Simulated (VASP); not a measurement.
Input for VASP

POSCAR:
```
MoSe2
1
    1.6504197199    -2.8586112342    -0.0000000000
    1.6504197199     2.8586112342    -0.0000000000
    0.0000000000     0.0000000000    13.0069822480
Mo Se
2 4
Direct
  0.3333330000   0.6666670000   0.2500000000
  0.6666670000   0.3333330000   0.7500000000
  0.3333330000   0.6666670000   0.8790214794
  0.6666670000   0.3333330000   0.3790214794
  0.6666670000   0.3333330000   0.1209785206
  0.3333330000   0.6666670000   0.6209785206
```

INCAR:
```
PARAM2 = 1.0
AGGAC = 0.0
PARAM1 = 0.1234
GGA = MK
LMAXMIX = 4   # l cut-off of mixed one-centre charges
ENCUT = 520
EDIFFG = -0.02   # ionic stop
SIGMA = 0.05   # width (eV)
LREAL = .FALSE.   # projection in real space or not
LCHARG = .FALSE.
SYSTEM = MoSe2
ALGO = Normal
EDIFF = 1E-6   # SCF stop (eV)
NELM = 100
LWAVE = .FALSE.
LASPH = .TRUE.   # aspherical one-centre terms
ISMEAR = 0
PREC = Accurate
ISIF = 3
IBRION = 2   # conjugate gradients
NSW = 60   # most ionic steps
LUSE_VDW = .TRUE.
```

**KPOINTS**
```
Automatic mesh
0
Gamma
7 7 2
0 0 0
```

POTCAR, in this order: Mo_sv Se (PBE.64 set). Program: vasp_std.

Problem. Translate this optB86b-vdW calculation to Quantum ESPRESSO's pw.x.

Solution. One equivalent input (not run):
```
&CONTROL
  calculation = 'vc-relax'
  pseudo_dir = './pseudo'
  outdir = './out'
  tprnfor = .true.
  tstress = .true.
  nstep = 60
  forc_conv_thr = 0.00078
/
&SYSTEM
  ibrav = 0
  nat = 6
  ntyp = 2
  ecutwfc = 86
  occupations = 'smearing'
  smearing = 'gaussian'
  degauss = 0.003675
  input_dft = 'vdw-df-ob86'
/
&ELECTRONS
  conv_thr = 7.3e-08
  electron_maxstep = 100
/
&IONS
/
&CELL
/
ATOMIC_SPECIES
  Mo 95.950 Mo.upf
  Se 78.971 Se.upf
CELL_PARAMETERS angstrom
     1.6504197   -2.8586112   -0.0000000
     1.6504197    2.8586112   -0.0000000
     0.0000000    0.0000000   13.0069822
ATOMIC_POSITIONS crystal
  Mo   0.3333330  0.6666670  0.2500000
  Mo   0.6666670  0.3333330  0.7500000
  Se   0.3333330  0.6666670  0.8790215
  Se   0.6666670  0.3333330  0.3790215
  Se   0.6666670  0.3333330  0.1209785
  Se   0.3333330  0.6666670  0.6209785
K_POINTS automatic
  7 7 2 0 0 0
```
What does not carry over: the potentials are each code's own (VASP's PAW set, PseudoDojo norm-conserving files in pw.x), so ENCUT and ecutwfc are chosen apart and not converted; conv_thr bounds pw.x's estimated SCF error, while EDIFF bounds the energy change between steps; forc_conv_thr acts on force components and is met together with etot_conv_thr.

The compound is MoSe2 in the 2H layered structure. It was relaxed first. The start is the result of an earlier pass.
